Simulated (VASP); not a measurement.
Zr2CrN2:

```xyz
10
Lattice="3.3328 0.0000 0.0000 -1.6664 2.8863 0.0000 0.0000 0.0000 12.3028" Properties=species:S:1:pos:R:3 pbc="T T T"
Zr    1.6664    0.9621    4.9614
Zr    1.6664    0.9621    1.1900
Zr    0.0000    1.9242   11.1129
Zr    0.0000    1.9242    7.3414
Cr    0.0000    0.0000    9.2271
Cr    0.0000    0.0000    3.0757
N     1.6664    0.9621    6.8857
N     1.6664    0.9621   11.5685
N     0.0000    1.9242    5.4171
N     0.0000    1.9242    0.7343
```

The cell was built by a generator and needn't be a form met in nature.

| Quantity | Value |
| --- | --- |
| Program | VASP 6.6.1 |
| Task | relaxation of cell and atoms |
| Functional | PBE |
| Potentials or basis | VASP PAW PBE potentials, release 64 (Zr_sv, Cr_pv, N) |
| Cutoff | 520 eV |
| k mesh | 5 × 5 × 2 |
| Occupations | gaussian, width 0.15 eV |
| Spin | collinear spin, ferromagnetic start |
| Starting moments | [0.0, 0.0, 0.0, 0.0, 3.0, 3.0, 0.0, 0.0, 0.0, 0.0] μB |

At the start: pressure 77.1 GPa; volume 11.83 Å³/atom.

Problem. How do energy, volume and symmetry change on relaxing?

Solution. Over 15 steps the energy falls by 901.8 meV/atom and the volume is 16.58 Å³/atom (+40.1 %); space group P6_3/mmc (No. 194, to 0.05 Å); moment 9.60 μB per cell.

Step by step:
```
step  energy change (eV)  largest force (eV/Å)  pressure (GPa)  volume (Å³)
   1              0.0000                3.4622           77.12       118.35
   2              8.5323                2.3381          -32.47       244.83
   3             -7.8123                2.5425           -0.03       155.98
   4             -7.8164                2.5162            0.61       155.16
   5             -8.6853                1.1042           -0.27       159.99
   6             -8.8103                0.5554           -0.12       162.51
   7             -8.8138                0.6159           -0.38       163.02
   8             -8.8958                0.4767            0.81       162.37
   9             -8.9281                0.2607            2.36       161.69
  10             -8.9641                0.1100            0.15       164.40
  11             -8.9660                0.0869           -0.30       165.29
  12             -8.9898                0.0533           -0.60       165.74
  13             -9.0137                0.1353           -0.93       166.72
  14             -9.0135                0.0672            1.12       164.88
  15             -9.0179                0.0331            0.22       165.81
```

Final structure:
```
Zr Cr N
1.0
     3.60455    0.00000    0.00000
    -1.80228    3.12163    0.00000
     0.00000    0.00000   14.73549
Zr Cr N
4 2 4
Direct
  0.66667 0.33333 0.41238
  0.66667 0.33333 0.08762
  0.33333 0.66667 0.91238
  0.33333 0.66667 0.58762
  0.00000 0.00000 0.75000
  0.00000 0.00000 0.25000
  0.66667 0.33333 0.56367
  0.66667 0.33333 0.93633
  0.33333 0.66667 0.43633
  0.33333 0.66667 0.06367
```

Caveat: the k mesh is coarse (spacing up to 0.44 Å⁻¹), so the values aren't converged; the volume moved by over 15 % at a fixed basis, so the end points are rough; only a ferromagnetic start was run, and an antiferromagnetic order may lie lower in energy; the relaxation stopped at a loose force limit of 0.08 eV/Å, so its end isn't a converged minimum.
